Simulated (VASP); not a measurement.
An input for Ansatz (written as the equivalent of a VASP run, and not itself run):

Ansatz 0.2 input:
```yaml
crystal:
  lattice:
    - [4.2561090, 0.0000000, 0.0000000]
    - [0.0000000, 4.2561090, 0.0000000]
    - [0.0000000, 0.0000000, 4.2561090]
  atoms:
    - { symbol: Cs, position: [0.0000000, 0.0000000, 0.0000000] }
    - { symbol: Br, position: [0.5000000, 0.5000000, 0.5000000] }
kpoints:
  mp_grid: { grid: [6, 6, 6] }
hamiltonian:
  xc: lda
  pseudopotentials: { kind: paw }
scf:
  occupations: { method: fermi_dirac, width: 0.01 }
  max_iter: 100
output: { forces: true, stress: true, eigenvalues: true }
```

Problem. Translate this input to VASP (INCAR, KPOINTS, POSCAR, choice of POTCAR).

Solution. This is not unique; one that fits is 
### INCAR
```
SYSTEM = CsBr
PREC = Accurate
ENCUT = 300
EDIFF = 1E-6
NELM = 100
ALGO = Normal
LREAL = .FALSE.
LASPH = .TRUE.
ISMEAR = -1
SIGMA = 0.01
LMAXMIX = 4
LWAVE = .FALSE.
LCHARG = .FALSE.
ISIF = 2
```

**KPOINTS**
```
Automatic mesh
0
Gamma
  6 6 6
```

### POSCAR
```
CsBr
1.0
  4.2561090000   0.0000000000   0.0000000000
  0.0000000000   4.2561090000   0.0000000000
  0.0000000000   0.0000000000   4.2561090000
Cs Br
1 1
Cart
  0.0000000000   0.0000000000   0.0000000000
  2.1280545000   2.1280545000   2.1280545000
```

POTCAR, in this order: Cs_sv Br (LDA.64 set). Program: vasp_std.

What does not carry over: each code has its own PAW files, so the cut-off isn't converted (ENCUT is set for VASP's; basis.ecutwfc is left out, and Ansatz then takes the one that its files recommend); Ansatz stops its SCF on the density residual and VASP on the energy change (EDIFF); Ansatz's lda is the Perdew-Wang form, while the LDA potentials of VASP carry Perdew-Zunger's.

The structure is a typed CsBr crystal (Pm-3m). The cell was not relaxed at this level. The run is one of a series of settings (GGA removed, POTCAR Cs_sv Br (LDA.64 set) against the base run), some of them coarse on purpose.
